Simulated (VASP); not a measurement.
Given:

```yaml
crystal:
  lattice:
    - [5.05096, 2.51546, 2.51546]
    - [2.51546, 5.05096, 2.51546]
    - [2.51546, 2.51546, 5.05096]
  atoms:
    - { symbol: Mn, position: [0.00000, 0.00000, 0.00000], spin: 4.1 }
    - { symbol: Mn, position: [0.50000, 0.50000, 0.50000], spin: -4.1 }
    - { symbol: S, position: [0.25000, 0.25000, 0.25000] }
    - { symbol: S, position: [0.75000, 0.75000, 0.75000] }
```

Method: vdW-DF-cx, VASP's PBE PAW potentials (set 64) (plane waves; VASP 6.6.1). Settings: 520 eV cut-off, 8×8×8 Γ-centred mesh, tetrahedra with Blöchl corrections, potentials Mn_pv S.

The cores are frozen, which limits the accuracy of field gradients.

### Question
Give the principal components of the electric field gradient (V/Å²) and the asymmetry η at each nucleus.

### Answer

```csv
atom,Vxx,Vyy,Vzz,η
Mn1,1.6,1.6,-3.2,0.00
Mn2,1.6,1.6,-3.2,0.00
S3,2.2,2.2,-4.4,0.00
S4,2.2,2.2,-4.4,0.00
```

The compound is MnS in the rock salt, AFM-II order structure. It was relaxed first, which changed the volume by -9 %.
